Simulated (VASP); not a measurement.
Here is the system:

```xyz
2
Lattice="0.0000 2.3592 2.3592 2.3592 0.0000 2.3592 2.3592 2.3592 0.0000" Properties=species:S:1:pos:R:3 pbc="T T T"
Pt     0.0000     0.0000     0.0000
C      1.1796     1.1796     1.1796
```

The numbers are results of PBE GGA, VASP's PBE PAW potentials (set 64) (plane waves; VASP), not measurements. Numerical set-up: 520 eV cut-off, Gaussian smearing of 0.050 eV, potentials Pt C.

Problem. Give the energies of bands 2 to 10 at the high-symmetry points, in eV from the Fermi level.

Solution. 
```json
[
 {"band": "2", "Γ": "-7.26", "X": "-8.17", "U": "-7.52", "L": "-6.68", "W": "-7.10"},
 {"band": "3", "Γ": "-7.26", "X": "-4.85", "U": "-5.46", "L": "-6.68", "W": "-6.00"},
 {"band": "4", "Γ": "-7.26", "X": "-4.85", "U": "-4.94", "L": "-6.46", "W": "-5.50"},
 {"band": "5", "Γ": "-3.89", "X": "-3.94", "U": "-4.65", "L": "-3.43", "W": "-3.82"},
 {"band": "6", "Γ": "-3.89", "X": "-3.10", "U": "-3.58", "L": "-3.43", "W": "-2.90"},
 {"band": "7", "Γ": "2.80", "X": "-1.79", "U": "-1.82", "L": "-2.51", "W": "-2.56"},
 {"band": "8", "Γ": "4.60", "X": "-0.57", "U": "-0.22", "L": "2.34", "W": "-0.88"},
 {"band": "9", "Γ": "4.60", "X": "-0.57", "U": "0.77", "L": "2.34", "W": "1.13"},
 {"band": "10", "Γ": "4.60", "X": "8.45", "U": "8.80", "L": "5.82", "W": "9.39"}
]
```

It has no gap at this level: it comes out as a metal or semimetal.

The structure was generated: PtC was put into the zinc blende type (F-43m), which need not be its known phase. It was relaxed first, which changed the volume by -10 %.
